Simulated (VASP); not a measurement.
SnBrCl3, 5 atoms in the cell. Symmetry: P4/mmm, No. 123, tetragonal system. The conventional cell has a = 5.041 Å, b = 5.041 Å, c = 5.023 Å, α = 90.00°, β = 90.00°, γ = 90.00°. Sn (site symmetry 4/mmm) has 6 Cl at 2.51 to 2.52 Å as nearest neighbours. Around Br (site symmetry 4/mmm) lie 12 Cl at 3.56 Å. Cl (site symmetry 4/mmm) has 2 Sn at 2.51 Å as nearest neighbours. Cl (site symmetry mmm) is surrounded by 2 Sn at 2.52 Å. The cell was built by a generator and needn't be a form met in nature.

| Property | Result |
| --- | --- |
| Program | VASP 6.6.1 |
| Task | relaxation of cell and atoms |
| Functional | PBE |
| Potentials or basis | VASP PAW PBE potentials, release 64 (Sn_d, Br, Cl) |
| Cutoff | 520 eV |
| k mesh | 3 × 3 × 3 |
| Occupations | gaussian, width 0.15 eV |
| Spin | no spin polarisation |
| Further INCAR settings | PREC = Normal; ALGO = Fast; EDIFF = 0.0001; IBRION = 2; EDIFFG = -0.08; NSW = 24; ISIF = 3 |

Potentials or basis: VASP PAW PBE potentials, release 64 (Sn_d, Br, Cl).

Run with:

```bash
$ cat potpaw_PBE.64/Sn_d/POTCAR potpaw_PBE.64/Br/POTCAR potpaw_PBE.64/Cl/POTCAR > POTCAR
$ mpirun -np 1 vasp_std > vasp.out
```

Hardware: 1 thread of AMD EPYC 9R45 96-Core Processor (Zen 5), on a shared host.

Task: Estimate the wall time of this run.

Result: Wall time 14 s on 1 thread of AMD EPYC 9R45 96-Core Processor (Zen 5), on a shared host, peak memory 0.14 GiB. Counts: scf iterations 25, k points 6, ion steps 2.
